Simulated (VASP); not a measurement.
All values below come from PBE GGA, VASP's PBE PAW potentials (set 64) (plane waves; VASP).

VASP ran on this input.

INCAR:
```
PREC=Accurate
LREAL=.False.   ! projection in real space or not
LASPH=.True.   ! aspherical one-centre terms
ISIF=2
ENCUT=400
EDIFF=1E-6   ! SCF stop (eV)
LCHARG=.False.
ALGO=All   ! all-band CG
ISMEAR=1
SIGMA=0.1
GGA=PE   ! PBE
NELM=100   ! most electronic steps
SYSTEM=GeRh
LMAXMIX=4   ! l cut-off of mixed one-centre charges
LWAVE=.False.
```

POSCAR:
```
GeRh
1
    3.0480010000     0.0000000000     0.0000000000
    0.0000000000     3.0480010000     0.0000000000
    0.0000000000     0.0000000000     3.0480010000
Rh Ge
1 1
Direct
  0.0000000000   0.0000000000   0.0000000000
  0.5000000000   0.5000000000   0.5000000000
```

File KPOINTS:
```
Automatic mesh
0
Gamma
11 11 11
0 0 0
```

POTCAR, in this order: Rh_pv Ge_d (PBE.64 set). Program: vasp_std.

What VASP printed:

### OUTCAR
```
 ion  position               nearest neighbor table
   1  0.000  0.000  0.000-   2 2.64   2 2.64   2 2.64   2 2.64   2 2.64   2 2.64   2 2.64   2 2.64
  LATTYP: Found a simple cubic cell.
 ALAT       =     3.0480010000
 Subroutine PRICEL returns:
 Original cell was already a primitive cell.
 Subroutine GETGRP returns: Found 48 space group operations
The static configuration has the point symmetry O_h .
The dynamic configuration has the point symmetry O_h .
 Subroutine INISYM returns: Found 48 space group operations
 Subroutine IBZKPT returns following result:
 Found     56 irreducible k-points:

 Following reciprocal coordinates:
            Coordinates               Weight
  0.000000  0.000000  0.000000      1.000000
  0.090909  0.000000  0.000000      6.000000
  0.181818  0.000000  0.000000      6.000000
  0.272727  0.000000  0.000000      6.000000
  0.363636  0.000000  0.000000      6.000000
  0.454545  0.000000  0.000000      6.000000
  0.090909  0.090909  0.000000     12.000000
  0.181818  0.090909  0.000000     24.000000
  0.272727  0.090909  0.000000     24.000000
  0.363636  0.090909  0.000000     24.000000
  0.454545  0.090909  0.000000     24.000000
  0.181818  0.181818  0.000000     12.000000
  0.272727  0.181818  0.000000     24.000000
  0.363636  0.181818  0.000000     24.000000
  0.454545  0.181818  0.000000     24.000000
  0.272727  0.272727  0.000000     12.000000
  0.363636  0.272727  0.000000     24.000000
  0.454545  0.272727  0.000000     24.000000
  0.363636  0.363636  0.000000     12.000000
  0.454545  0.363636  0.000000     24.000000
  0.454545  0.454545  0.000000     12.000000
  0.090909  0.090909  0.090909      8.000000
  0.181818  0.090909  0.090909     24.000000
  0.272727  0.090909  0.090909     24.000000
  0.363636  0.090909  0.090909     24.000000
...
```

File OSZICAR:
```
       N       E                     dE             d eps       ncg     rms           ort
DAV:   1     0.209275919795E+03    0.20928E+03   -0.13891E+04  1008   0.366E+03
DAV:   2     0.238882002572E+01   -0.20689E+03   -0.20231E+03  1008   0.563E+02
DAV:   3    -0.122596891118E+02   -0.14649E+02   -0.14219E+02  1008   0.122E+02
DAV:   4    -0.126167745353E+02   -0.35709E+00   -0.35055E+00  1008   0.191E+01
DAV:   5    -0.126246110323E+02   -0.78365E-02   -0.78349E-02  1008   0.303E+00
SDA:   6    -0.116246856186E+02    0.99993E+00   -0.78349E-02  1008   0.550E+01   0.000E+00
CGA:   7    -0.122602227180E+02   -0.63554E+00   -0.65321E+00  1008   0.279E+00   0.140E-01
CGA:   8    -0.123133697188E+02   -0.53147E-01   -0.53150E-01  1008   0.488E-01   0.811E-03
CGA:   9    -0.123255848787E+02   -0.12215E-01   -0.12198E-01  1008   0.138E-01   0.256E-03
CGA:  10    -0.123297297810E+02   -0.41449E-02   -0.41458E-02  1008   0.337E-02  -0.235E-04
CGA:  11    -0.123306560916E+02   -0.92631E-03   -0.92580E-03  1008   0.874E-03   0.669E-05
CGA:  12    -0.123308989714E+02   -0.24288E-03   -0.24281E-03  1008   0.138E-03   0.113E-05
CGA:  13    -0.123309498226E+02   -0.50851E-04   -0.50859E-04  1008   0.448E-04  -0.526E-07
CGA:  14    -0.123309645333E+02   -0.14711E-04   -0.14877E-04  1008   0.883E-05  -0.170E-05
CGA:  15    -0.123309680316E+02   -0.34984E-05   -0.35648E-05  1008   0.253E-05  -0.371E-06
CGA:  16    -0.123309688212E+02   -0.78963E-06   -0.76499E-06  1008   0.792E-06   0.457E-06
   1 F= -.12330969E+02 E0= -.12330890E+02  d E =-.237915E-03
```

File OUTCAR:
```
------------------------ aborting loop because EDIFF is reached ----------------------------------------
  FORCE on cell =-STRESS in cart. coord.  units (eV):
  Direction    XX          YY          ZZ          XY          YZ          ZX
  --------------------------------------------------------------------------------------
  Total        0.8154756      0.8154756      0.8154756      0.0000000      0.0000000      0.0000000
  in kB       46.1398573     46.1398573     46.1398573      0.0000000      0.0000000      0.0000000
  external PRESSURE =      46.1398573 kB  Pullay stress =       0.0000000 kB
  volume of cell :       28.32
      direct lattice vectors                 reciprocal lattice vectors
     3.048001000  0.000000000  0.000000000     0.328083882  0.000000000  0.000000000
     0.000000000  3.048001000  0.000000000     0.000000000  0.328083882  0.000000000
     0.000000000  0.000000000  3.048001000     0.000000000  0.000000000  0.328083882
 POSITION                                       TOTAL-FORCE (eV/Angst)
 -----------------------------------------------------------------------------------
      0.00000      0.00000      0.00000         0.000000      0.000000      0.000000
      1.52400      1.52400      1.52400         0.000000      0.000000      0.000000
 -----------------------------------------------------------------------------------
    total drift:                               -0.000000      0.000000      0.000000
  FREE ENERGIE OF THE ION-ELECTRON SYSTEM (eV)
  ---------------------------------------------------
  free  energy   TOTEN  =       -12.3309688212 eV

  energy  without entropy=      -12.3307309061  energy(sigma->0) =      -12.33088952
```
(Selected blocks of OUTCAR.)

OUTCAR:
```
 val. band max:       11.0237917276   @ k =   0.4545   0.2727   0.2727

 cond. band min:      11.0485369093   @ k =   0.3636   0.3636   0.0909


 Fermi energy:        11.0380021915

 k-point     1 :       0.0000    0.0000    0.0000
  band No.  band energies     occupation
      1     -35.4607      2.00000
      2     -35.4607      2.00000
      3     -35.4607      2.00000
      4     -14.1237      2.00000
      5     -14.1237      2.00000
      6     -14.0479      2.00000
      7     -14.0479      2.00000
      8     -14.0479      2.00000
      9      -2.0899      2.00000
     10       6.6256      2.00000
     11       6.6256      2.00000
     12       9.4775      2.00000
     13       9.4775      2.00000
     14       9.4775      2.00000
     15      13.4021      0.00000
     16      13.4021      0.00000
     17      13.4021      0.00000
     18      19.2343      0.00000

 k-point     2 :       0.0909    0.0000    0.0000
  band No.  band energies     occupation
      1     -35.4702      2.00000
      2     -35.4601      2.00000
      3     -35.4601      2.00000
      4     -14.1232      2.00000
      5     -14.1173      2.00000
      6     -14.0495      2.00000
      7     -14.0495      2.00000
      8     -14.0475      2.00000
      9      -1.9495      2.00000
     10       6.6148      2.00000
     11       6.6609      2.00000
     12       9.2491      2.00000
     13       9.2491      2.00000
     14       9.4855      2.00000
     15      12.6662     -0.00000
     16      13.7693      0.00000
     17      13.7693      0.00000
     18      19.7174      0.00000

 k-point     3 :       0.1818    0.0000    0.0000
  band No.  band energies     occupation
      1     -35.4956      2.00000
      2     -35.4579      2.00000
      3     -35.4579      2.00000
      4     -14.1216      2.00000
      5     -14.1002      2.00000
      6     -14.0535      2.00000
      7     -14.0535      2.00000
      8     -14.0464      2.00000
      9      -1.5352      2.00000
...
```

The all-band solver leaves the empty bands unoptimised.

The structure was generated: GeRh was put into the CsCl type (Pm-3m), which need not be its known phase. The cell was not relaxed at this level. The run is one of a series of settings (ALGO = All against the base run), some of them coarse on purpose. The electron count is odd and the run is not spin-polarised, which forces a metal.
